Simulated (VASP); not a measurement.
These are LDA (Ceperley-Alder, Perdew-Zunger), VASP's LDA PAW potentials (set 64) (plane waves; VASP) values and carry that method's errors.

VASP ran on this input.

INCAR:
```
ALGO  =  Normal   # blocked Davidson
LCHARG  =  .FALSE.
ENCUT  =  300   # plane-wave cut-off (eV)
ISIF  =  2
NELM  =  100   # most electronic steps
LREAL  =  .FALSE.
LWAVE  =  .FALSE.
LMAXMIX  =  6   # l cut-off of mixed one-centre charges
SIGMA  =  0.05
EDIFF  =  1E-6
SYSTEM  =  HfBe2
PREC  =  Accurate
LASPH  =  .TRUE.   # aspherical one-centre terms
ISMEAR  =  0
```

**POSCAR**
```
HfBe2
3.77950
  1.0000000000   0.0000000000   0.0000000000
 -0.5000000000   0.8660254002   0.0000000000
  0.0000000000   0.0000000000   0.8387246990
Hf Be
1 2
Cartesian
  0.0000000000   0.0000000000   0.0000000000
 -0.0000005000   0.5773505555   0.4193623495
  0.5000005000   0.2886748447   0.4193623495
```

KPOINTS:
```
Automatic mesh
0
Gamma
  10 10 10
```

POTCAR, in this order: Hf_pv Be (LDA.64 set). Program: vasp_std.

At this cut-off the stress carries a Pulay error, which pulls relaxed volumes low. Unless said otherwise, spin-orbit coupling is left out, though it shifts the bands of the heavy elements here.

Estimate the energy per atom (σ→0), pressure, band gap (on the k-mesh).

| Item | Result |
|---|---|
| energy per atom (σ→0) | -6.499 eV/atom |
| band gap (on the k-mesh) | none (metal, semimetal or under 0.01 eV) |
| pressure | -5.84 GPa |

**OSZICAR**
```
...
DAV:   7    -0.195671502102E+02    0.97015E-01   -0.17807E+00  2191   0.762E+00    0.729E+00
DAV:   8    -0.195004888480E+02    0.66661E-01   -0.47957E-01  2064   0.393E+00    0.869E-01
DAV:   9    -0.194974992649E+02    0.29896E-02   -0.22886E-02  2107   0.101E+00    0.284E-01
DAV:  10    -0.194974297996E+02    0.69465E-04   -0.75948E-04  2166   0.189E-01    0.242E-01
DAV:  11    -0.194974296861E+02    0.11351E-06   -0.72802E-05  2182   0.505E-02    0.259E-02
DAV:  12    -0.194974278374E+02    0.18487E-05   -0.11030E-05  2116   0.197E-02    0.111E-02
DAV:  13    -0.194974276995E+02    0.13793E-06   -0.60592E-07  1159   0.538E-03
   1 F= -.19497428E+02 E0= -.19496223E+02  d E =-.240842E-02
```

The structure comes from a computed database's HfBe2 entry (P6/mmm); how it stands against other phases isn't given here. The cell was not relaxed at this level.
